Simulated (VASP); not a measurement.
The system is Ca2FeO3.

```xyz
6
Lattice="3.3300 0.0000 0.0000 0.0000 3.3300 0.0000 0.0000 0.0000 7.2675" Properties=species:S:1:pos:R:3 pbc="T T T"
Ca    1.6650    0.0000    5.3720
Ca    0.0000    1.6650    1.8955
Fe    1.6650    1.6650    0.0000
O     1.6650    0.0000    2.7782
O     0.0000    1.6650    4.4893
O     0.0000    0.0000    0.0000
```

The cell was built by a generator and needn't be a form met in nature.

```yaml
Program: VASP 6.6.1
Task: relaxation of cell and atoms
Functional: PBE
Potentials_or_basis: VASP PAW PBE potentials, release 64 (Ca_sv, Fe, O)
Cutoff: 520 eV
k_mesh: 4 × 4 × 2
Occupations: gaussian, width 0.15 eV
Spin: collinear spin, ferromagnetic start
Starting_moments: "[0.0, 0.0, 3.0, 0.0, 0.0, 0.0] μB"
```

At the start: pressure -2.6 GPa; volume 13.43 Å³/atom.

Question: Where does the relaxation end?

Answer: Over 18 steps the energy falls by 773.3 meV/atom and the volume is 14.29 Å³/atom (+6.4 %); space group P-4m2 (No. 115, to 0.05 Å); moment 3.89 μB per cell.

Step by step:
| step | energy change (eV) | largest force (eV/Å) | pressure (GPa) | volume (Å³) |
| --- | --- | --- | --- | --- |
| 1 | 0.0000 | 5.3462 | -2.57 | 80.59 |
| 2 | -2.9583 | 3.3907 | -0.81 | 78.02 |
| 3 | -4.2810 | 0.8211 | 8.17 | 75.34 |
| 4 | -4.3043 | 0.2381 | 10.66 | 74.81 |
| 5 | -4.4891 | 0.3899 | -4.36 | 85.90 |
| 6 | -4.5434 | 0.2205 | -0.22 | 82.10 |
| 7 | -4.5869 | 0.2531 | 0.04 | 83.07 |
| 8 | -4.6070 | 0.3169 | 0.94 | 84.71 |
| 9 | -4.6086 | 0.3077 | 0.68 | 84.44 |
| 10 | -4.6065 | 0.2927 | 0.53 | 83.96 |
| 11 | -4.6085 | 0.3013 | 0.53 | 84.23 |
| 12 | -4.6088 | 0.3065 | 0.56 | 84.34 |
| 13 | -4.6088 | 0.3064 | 0.35 | 84.38 |
| 14 | -4.6225 | 0.2401 | 0.02 | 85.12 |
| 15 | -4.6311 | 0.2003 | -1.76 | 87.10 |
| 16 | -4.6331 | 0.1553 | -1.35 | 86.52 |
| 17 | -4.6389 | 0.1268 | -0.70 | 86.18 |
| 18 | -4.6400 | 0.0670 | 0.37 | 85.72 |

Final structure:
```yaml
crystal:
  lattice:
    - [3.17425, 0.00000, 0.00000]
    - [0.00000, 3.17425, 0.00000]
    - [0.00000, 0.00000, 8.50744]
  atoms:
    - { symbol: Ca, position: [0.50000, 0.00000, 0.64930] }
    - { symbol: Ca, position: [0.00000, 0.50000, 0.35070] }
    - { symbol: Fe, position: [0.50000, 0.50000, 0.00000] }
    - { symbol: O, position: [0.50000, 0.00000, 0.36574] }
    - { symbol: O, position: [0.00000, 0.50000, 0.63426] }
    - { symbol: O, position: [0.00000, 0.00000, 0.00000] }
```

Caveat: the k mesh is coarse (spacing up to 0.47 Å⁻¹), so the values aren't converged; a cell with one magnetic atom can't hold antiferromagnetic order, which such compounds often take.
